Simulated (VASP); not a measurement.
Data:

```
Ge3Si
1.0
    5.60125     0.00000     0.00000
    0.00000     5.60125     0.00000
    0.00000     0.00000     5.60125
Si Ge
2 6
Direct
  0.00000   0.00000   0.00000
  0.25000   0.25000   0.25000
  0.50000   0.50000   0.00000
  0.75000   0.75000   0.25000
  0.50000   0.00000   0.50000
  0.75000   0.25000   0.75000
  0.00000   0.50000   0.50000
  0.25000   0.75000   0.75000
```

Calculation: PBEsol GGA, VASP's PBE PAW potentials (set 64) (plane waves; VASP 6.6.1). Numerical set-up: 400 eV cut-off, 5×5×5 Γ-centred mesh, Gaussian smearing of 0.050 eV, potentials Si Ge_d.

Problem. The ions, cell shape and volume are relaxed. What does this cell relax into?

Solution. 
```
Ge3Si
1.0
    5.59729    -0.00043    -0.00043
   -0.00043     5.59729    -0.00043
   -0.00043    -0.00043     5.59729
Si Ge
2 6
Cartesian
  0.01477   0.01477   0.01477
  1.38433   1.38433   1.38433
  2.78265   2.78265   0.01561
  4.21332   4.21332   1.38264
  2.78265   0.01561   2.78265
  4.21332   1.38264   4.21332
  0.01561   2.78265   2.78265
  1.38264   4.21332   4.21332
```
Space group R-3m (166), at a tolerance of 0.03 Å.

Problem. How do energy and volume change from the first to the last step?

Solution. The energy (σ→0) changes by -5.6 meV/atom and the volume by -0.2 %, in 6 ionic steps.

The structure was generated: Ge6Si2 was put into an ordered model structure (R-3m), which need not be its known phase. This run relaxes it. Symmetry was kept, so distortions that lower it aren't found.
